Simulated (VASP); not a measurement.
Method: revTPSS meta-GGA, VASP's PBE PAW potentials (set 64) (plane waves; VASP 6.6.1).

VASP ran on this input.

**INCAR**
```
! general
SYSTEM   =  MoS2
PREC     =  Accurate
ENCUT    =  520   ! plane-wave cut-off (eV)
LREAL    =  .False.
LASPH    =  .True.

! electronic loop
EDIFF    =  1E-6
NELM     =  100
ALGO     =  Normal
LMAXMIX  =  4   ! l cut-off of mixed one-centre charges
LMIXTAU  =  .True.

! smearing
ISMEAR   =  0   ! Gaussian
SIGMA    =  0.05   ! width (eV)

! functional
METAGGA  =  RTPSS

! ions
IBRION   =  2
NSW      =  60
ISIF     =  3
EDIFFG   =  -0.02   ! ionic stop

! output
LWAVE    =  .False.
LCHARG   =  .False.
```

**POSCAR**
```
MoS2
1.0
  1.5773078314  -2.7319770288   0.0000000000
  1.5773078314   2.7319770288   0.0000000000
  0.0000000000   0.0000000000  13.0626827410
Mo S
2 4
Cartesian
  1.5773078314   0.9106608309   3.2656706852
  1.5773078314  -0.9106608309   9.7970120557
  1.5773078314   0.9106608309  11.3742311900
  1.5773078314  -0.9106608309   4.8428898195
  1.5773078314  -0.9106608309   1.6884515510
  1.5773078314   0.9106608309   8.2197929215
```

File KPOINTS:
```
Automatic
0
Gamma
 7 7 2
0 0 0
```

POTCAR, in this order: Mo_sv S (PBE.64 set). Program: vasp_std.

Without a dispersion term in the relaxation, distances and binding between the weakly bound layers, chains or molecules are unreliable, and so is what depends on them.

Task: Predict the energy per atom (σ→0), volume per atom.

Result: 
The energy per atom (σ→0) is -3.994 eV/atom and the volume per atom is 18.72 Å³/atom.

OSZICAR:
```
...
DAV:   3    -0.239643968242E+02    0.28210E-04   -0.52036E-04  1101   0.135E-01    0.598E-02
DAV:   4    -0.239643712269E+02    0.25597E-04   -0.57156E-05  1262   0.452E-02    0.314E-02
DAV:   5    -0.239643823488E+02   -0.11122E-04   -0.55690E-05  1191   0.491E-02    0.214E-02
DAV:   6    -0.239643823122E+02    0.36602E-07   -0.14117E-05  1103   0.228E-02    0.927E-03
DAV:   7    -0.239643803183E+02    0.19939E-05   -0.14514E-06   573   0.989E-03    0.389E-03
DAV:   8    -0.239643822106E+02   -0.18923E-05   -0.10612E-06   559   0.790E-03    0.995E-04
DAV:   9    -0.239643818220E+02    0.38862E-06   -0.25011E-07   531   0.387E-03
  13 F= -.23964382E+02 E0= -.23964382E+02  d E =-.323795E-03
```

The compound is MoS2 in the 2H layered structure. This run relaxes it. Symmetry was kept, so distortions that lower it aren't found. The start is the result of an earlier pass.
